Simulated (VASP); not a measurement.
These are LDA (Ceperley-Alder, Perdew-Zunger), VASP's LDA PAW potentials (set 64) (plane waves; VASP) values and carry that method's errors.

The input files of a VASP run:

POSCAR:
```
In
1
   -1.5750074885     1.5750074885     2.4857308368
    1.5750074885    -1.5750074885     2.4857308368
    1.5750074885     1.5750074885    -2.4857308368
In
1
Direct
  0.0000000000   0.0000000000   0.0000000000
```

**KPOINTS**
```
Automatic mesh
0
Gamma
16 16 16
0 0 0
```

**INCAR**
```
! general
SYSTEM   =  In
PREC     =  Accurate
ENCUT    =  500
LREAL    =  .FALSE.
LASPH    =  .TRUE.

! electronic loop
EDIFF    =  1E-6
NELM     =  100
ALGO     =  Normal
LMAXMIX  =  4

! smearing
ISMEAR   =  1
SIGMA    =  0.1

! ions
IBRION   =  2
NSW      =  40
ISIF     =  3
EDIFFG   =  -0.02

! output
LWAVE    =  .FALSE.
LCHARG   =  .FALSE.
```

POTCAR, in this order: In_d (LDA.64 set). Program: vasp_std.

What VASP printed:

**OSZICAR**
```
       N       E                     dE             d eps       ncg     rms          rms(c)
DAV:   1     0.688337251208E+02    0.68834E+02   -0.64130E+03  7048   0.164E+03
DAV:   2    -0.633978554739E+00   -0.69468E+02   -0.68388E+02  7112   0.284E+02
DAV:   3    -0.320211367890E+01   -0.25681E+01   -0.25536E+01  8192   0.639E+01
DAV:   4    -0.325754869040E+01   -0.55435E-01   -0.55422E-01  8876   0.940E+00
DAV:   5    -0.325973077624E+01   -0.21821E-02   -0.21820E-02  8552   0.152E+00    0.272E+00
DAV:   6    -0.322823199337E+01    0.31499E-01   -0.54925E-02  8072   0.532E+00    0.132E+00
DAV:   7    -0.322082821033E+01    0.74038E-02   -0.15583E-02  9266   0.255E+00    0.279E-01
DAV:   8    -0.322004867779E+01    0.77953E-03   -0.77496E-04  7990   0.627E-01    0.265E-02
DAV:   9    -0.322004797046E+01    0.70733E-06   -0.13675E-05  9912   0.551E-02    0.170E-02
DAV:  10    -0.322004800990E+01   -0.39441E-07   -0.42185E-07  4436   0.101E-02
   1 F= -.32200480E+01 E0= -.32201516E+01  d E =-.322005E+01
       N       E                     dE             d eps       ncg     rms          rms(c)
DAV:   1    -0.322156790269E+01   -0.15199E-02   -0.37811E-02  7926   0.465E+00    0.238E-01
DAV:   2    -0.322025186617E+01    0.13160E-02   -0.30030E-03  7872   0.135E+00    0.790E-02
DAV:   3    -0.322008353694E+01    0.16833E-03   -0.56940E-04  9398   0.565E-01    0.361E-02
DAV:   4    -0.322007693899E+01    0.65979E-05   -0.11634E-05  7552   0.387E-02    0.186E-02
DAV:   5    -0.322007474506E+01    0.21939E-05   -0.30441E-06  7608   0.131E-02    0.567E-03
DAV:   6    -0.322007479154E+01   -0.46478E-07   -0.36389E-07  4074   0.574E-03
   2 F= -.32200748E+01 E0= -.32201823E+01  d E =-.267816E-04
```

**OUTCAR**
```
------------------------ aborting loop because EDIFF is reached ----------------------------------------
  FORCE on cell =-STRESS in cart. coord.  units (eV):
  Direction    XX          YY          ZZ          XY          YZ          ZX
  --------------------------------------------------------------------------------------
  Total        0.0043841      0.0043841      0.0020410      0.0000000      0.0000000      0.0000000
  in kB        0.2856535      0.2856535      0.1329856      0.0000000      0.0000000      0.0000000
  external PRESSURE =       0.2347642 kB  Pullay stress =       0.0000000 kB
  volume of cell :       24.59
      direct lattice vectors                 reciprocal lattice vectors
    -1.573490835  1.573490835  2.482908705     0.000000000  0.317764800  0.201376716
     1.573490835 -1.573490835  2.482908705     0.317764800  0.000000000  0.201376716
     1.573490835  1.573490835 -2.482908705     0.317764800  0.317764800  0.000000000
 POSITION                                       TOTAL-FORCE (eV/Angst)
 -----------------------------------------------------------------------------------
      0.00000      0.00000      0.00000         0.000000      0.000000      0.000000
 -----------------------------------------------------------------------------------
    total drift:                               -0.000000      0.000000      0.000000
  FREE ENERGIE OF THE ION-ELECTRON SYSTEM (eV)
  ---------------------------------------------------
  free  energy   TOTEN  =        -3.2200747915 eV

  energy  without entropy=       -3.2203972348  energy(sigma->0) =       -3.22018227

 reached required accuracy - stopping structural energy minimisation
```
(Selected blocks of OUTCAR.)

### CONTCAR
```
In
   1.00000000000000
    -1.5734908348070054    1.5734908348070054    2.4829087050063050
     1.5734908348070054   -1.5734908348070054    2.4829087050063050
     1.5734908348070054    1.5734908348070054   -2.4829087050063050
  In
     1
Direct
     0.0000000000000000    0.0000000000000000    0.0000000000000000
```

**OUTCAR**
```
 val. band max:        7.9268577302   @ k =  -0.3750   0.0625   0.0000

 cond. band min:       7.9525159518   @ k =  -0.3750   0.3750   0.3750


 Fermi energy:         7.9423363350

 k-point     1 :       0.0000    0.0000    0.0000
  band No.  band energies     occupation
      1      -6.8138      2.00000
      2      -6.6187      2.00000
      3      -6.6187      2.00000
      4      -6.5779      2.00000
      5      -6.3924      2.00000
      6      -2.0610      2.00000
      7      18.9384      0.00000
      8      18.9384      0.00000
      9      19.1827      0.00000
     10      19.8285      0.00000

 k-point     2 :       0.0625    0.0000   -0.0000
  band No.  band energies     occupation
      1      -6.8049      2.00000
      2      -6.6209      2.00000
      3      -6.6117      2.00000
      4      -6.5752      2.00000
      5      -6.3964      2.00000
      6      -1.9710      2.00000
      7      17.8381      0.00000
      8      18.8353      0.00000
      9      18.8495      0.00000
     10      19.7137      0.00000

 k-point     3 :       0.1250    0.0000   -0.0000
  band No.  band energies     occupation
      1      -6.7835      2.00000
      2      -6.6318      2.00000
      3      -6.5931      2.00000
      4      -6.5596      2.00000
      5      -6.4064      2.00000
      6      -1.6988      2.00000
      7      15.6880      0.00000
      8      18.1851      0.00000
      9      18.6385      0.00000
     10      19.7134      0.00000

 k-point     4 :       0.1875    0.0000    0.0000
  band No.  band energies     occupation
      1      -6.7630      2.00000
      2      -6.6541      2.00000
      3      -6.5717      2.00000
      4      -6.5209      2.00000
      5      -6.4147      2.00000
      6      -1.2398      2.00000
      7      13.4461      0.00000
      8      17.4404      0.00000
      9      18.3993      0.00000
     10      19.7338      0.00000

 k-point     5 :       0.2500    0.0000   -0.0000
...
```

Unless said otherwise, spin-orbit coupling is left out, though it shifts the bands of the heavy elements here.

The compound is In in the bct structure. This run relaxes it. Symmetry was kept, so distortions that lower it aren't found.
